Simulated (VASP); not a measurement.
Method: PBE GGA, VASP's PBE PAW potentials (set 64) (plane waves; VASP).

Input for VASP

**INCAR**
```
SYSTEM = SrVO3
PREC = Accurate
ENCUT = 400
EDIFF = 1E-6
NELM = 100
ALGO = Normal
LREAL = .FALSE.
LASPH = .TRUE.
ISMEAR = -1
SIGMA = 0.1
GGA = PE
LMAXMIX = 4
LWAVE = .FALSE.
LCHARG = .FALSE.
ISIF = 2
```

File KPOINTS:
```
Automatic mesh
0
Gamma
9 9 9
0 0 0
```

POSCAR:
```
SrVO3
1.0
  3.7086340000   0.0000000000   0.0000000000
  0.0000000000   3.7086340000   0.0000000000
  0.0000000000   0.0000000000   3.7086340000
Sr V O
1 1 3
Cartesian
  0.0000000000   0.0000000000   0.0000000000
  1.8543170000   1.8543170000   1.8543170000
  1.8543170000   0.0000000000   1.8543170000
  0.0000000000   1.8543170000   1.8543170000
  1.8543170000   1.8543170000   0.0000000000
```

POTCAR, in this order: Sr_sv V_sv O (PBE.64 set). Program: vasp_std.

Question: What will the output report for the number of irreducible k-points (NKPTS), largest plane-wave count, number of space-group operations, FFT grid (NGX, NGY, NGZ)?

Answer: 
| Item | Value |
|---|---|
| number of irreducible k-points (NKPTS) | 35 |
| largest plane-wave count | 940 |
| number of space-group operations | 48 |
| FFT grid (NGX, NGY, NGZ) | 24 × 24 × 24 |

The structure is a typed SrVO3 crystal (Pm-3m). The cell was not relaxed at this level, and its volume differs by -5.9 % from the start's. The run is not spin-polarised, so no magnetic state was tried. The electron count is odd and the run is not spin-polarised, which forces a metal.
